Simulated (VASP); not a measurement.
These are PBEsol GGA, VASP's PBE PAW potentials (set 64) (plane waves; VASP 6.6.1) values and carry that method's errors.

VASP ran on this input.

File KPOINTS:
```
Automatic mesh
0
Gamma
14 14 14
0 0 0
```

### INCAR
```
! general
SYSTEM  = Nb
PREC    = Accurate
ENCUT   = 400   ! plane-wave cut-off (eV)
LREAL   = .FALSE.   ! projection in real space or not
LASPH   = .TRUE.   ! aspherical one-centre terms

! electronic loop
EDIFF   = 1E-6   ! SCF stop (eV)
NELM    = 100   ! most electronic steps
ALGO    = Normal
LMAXMIX = 4

! smearing
ISMEAR  = 1   ! Methfessel-Paxton
SIGMA   = 0.1

! functional
GGA     = PS

! ions
IBRION  = 2   ! conjugate gradients
NSW     = 60
ISIF    = 3
EDIFFG  = -0.01   ! ionic stop

! output
LWAVE   = .FALSE.
LCHARG  = .FALSE.
```

POSCAR:
```
Nb
1.0
  0.0000000000   2.0788700000   2.0788700000
  2.0788700000   0.0000000000   2.0788700000
  2.0788700000   2.0788700000   0.0000000000
Nb
1
Cart
  0.0000000000   0.0000000000   0.0000000000
```

POTCAR, in this order: Nb_sv (PBE.64 set). Program: vasp_std.

The run wrote:

File OSZICAR:
```
       N       E                     dE             d eps       ncg     rms          rms(c)
DAV:   1     0.925261493220E+02    0.92526E+02   -0.65870E+03  2104   0.106E+03
DAV:   2    -0.694033826398E+01   -0.99466E+02   -0.97302E+02  2282   0.379E+02
DAV:   3    -0.108718533229E+02   -0.39315E+01   -0.37786E+01  2992   0.625E+01
DAV:   4    -0.111001620030E+02   -0.22831E+00   -0.22721E+00  2802   0.140E+01
DAV:   5    -0.111073767689E+02   -0.72148E-02   -0.72096E-02  3172   0.202E+00    0.761E+00
DAV:   6    -0.106550127547E+02    0.45236E+00   -0.88661E-01  3200   0.116E+01    0.270E+00
DAV:   7    -0.105956528247E+02    0.59360E-01   -0.26661E-01  3228   0.617E+00    0.967E-01
DAV:   8    -0.105985902843E+02   -0.29375E-02   -0.11921E-02  2286   0.163E+00    0.496E-02
DAV:   9    -0.105986195473E+02   -0.29263E-04   -0.68968E-04  3566   0.285E-01    0.227E-02
DAV:  10    -0.105986286994E+02   -0.91521E-05   -0.14412E-05  2372   0.512E-02    0.114E-02
DAV:  11    -0.105986269584E+02    0.17409E-05   -0.72121E-06  2560   0.445E-02    0.254E-03
DAV:  12    -0.105986270934E+02   -0.13491E-06   -0.38048E-07  1218   0.743E-03
   1 F= -.10598627E+02 E0= -.10598392E+02  d E =-.105986E+02
       N       E                     dE             d eps       ncg     rms          rms(c)
DAV:   1    -0.106012462938E+02   -0.26193E-02   -0.81733E-02  2548   0.436E+00    0.418E-01
DAV:   2    -0.105987311772E+02    0.25151E-02   -0.64332E-03  2954   0.110E+00    0.115E-01
DAV:   3    -0.105984786844E+02    0.25249E-03   -0.19780E-03  3132   0.482E-01    0.674E-02
DAV:   4    -0.105985333709E+02   -0.54687E-04   -0.54855E-05  2848   0.726E-02    0.377E-02
DAV:   5    -0.105985825363E+02   -0.49165E-04   -0.15553E-04  3464   0.821E-02    0.150E-02
DAV:   6    -0.105985811219E+02    0.14144E-05   -0.35426E-06  1846   0.214E-02    0.480E-03
DAV:   7    -0.105985807191E+02    0.40286E-06   -0.73794E-07  1288   0.110E-02
   2 F= -.10598581E+02 E0= -.10598322E+02  d E =0.463743E-04
       N       E                     dE             d eps       ncg     rms          rms(c)
DAV:   1    -0.105997429066E+02   -0.11618E-02   -0.33625E-02  2552   0.280E+00    0.269E-01
DAV:   2    -0.105987010455E+02    0.10419E-02   -0.26155E-03  2958   0.701E-01    0.733E-02
DAV:   3    -0.105985974551E+02    0.10359E-03   -0.81197E-04  3110   0.310E-01    0.438E-02
DAV:   4    -0.105986246380E+02   -0.27183E-04   -0.23070E-05  2896   0.468E-02    0.243E-02
DAV:   5    -0.105986510837E+02   -0.26446E-04   -0.65125E-05  3468   0.533E-02    0.955E-03
DAV:   6    -0.105986511742E+02   -0.90548E-07   -0.14681E-06  1492   0.138E-02
   3 F= -.10598651E+02 E0= -.10598407E+02  d E =-.240809E-04
```

File OUTCAR:
```
------------------------ aborting loop because EDIFF is reached ----------------------------------------
  FORCE on cell =-STRESS in cart. coord.  units (eV):
  Direction    XX          YY          ZZ          XY          YZ          ZX
  --------------------------------------------------------------------------------------
  Total       -0.0000828     -0.0000828     -0.0000828     -0.0000000      0.0000000      0.0000000
  in kB       -0.0073689     -0.0073689     -0.0073689     -0.0000000      0.0000000      0.0000000
  external PRESSURE =      -0.0073689 kB  Pullay stress =       0.0000000 kB
  volume of cell :       18.00
      direct lattice vectors                 reciprocal lattice vectors
     0.000000000  2.079927252  2.079927252    -0.240393023  0.240393023  0.240393023
     2.079927252 -0.000000000  2.079927252     0.240393023 -0.240393023  0.240393023
     2.079927252  2.079927252 -0.000000000     0.240393023  0.240393023 -0.240393023
 POSITION                                       TOTAL-FORCE (eV/Angst)
 -----------------------------------------------------------------------------------
      0.00000     -0.00000      0.00000         0.000000     -0.000000     -0.000000
 -----------------------------------------------------------------------------------
    total drift:                                0.000000      0.000000      0.000000
  FREE ENERGIE OF THE ION-ELECTRON SYSTEM (eV)
  ---------------------------------------------------
  free  energy   TOTEN  =       -10.5986511742 eV

  energy  without entropy=      -10.5979194747  energy(sigma->0) =      -10.59840727

 reached required accuracy - stopping structural energy minimisation
```
(Selected blocks of OUTCAR.)

### CONTCAR
```
Nb
   1.00000000000000
     0.0000000000000000    2.0799272523533681    2.0799272523533681
     2.0799272523533681   -0.0000000000000000    2.0799272523533681
     2.0799272523533681    2.0799272523533681   -0.0000000000000000
  Nb
     1
Direct
     0.0000000000000000    0.0000000000000000    0.0000000000000000
```

The structure was generated: Nb was put into the fcc type (Fm-3m), which need not be its known phase. This run relaxes it. Symmetry was kept, so distortions that lower it aren't found.
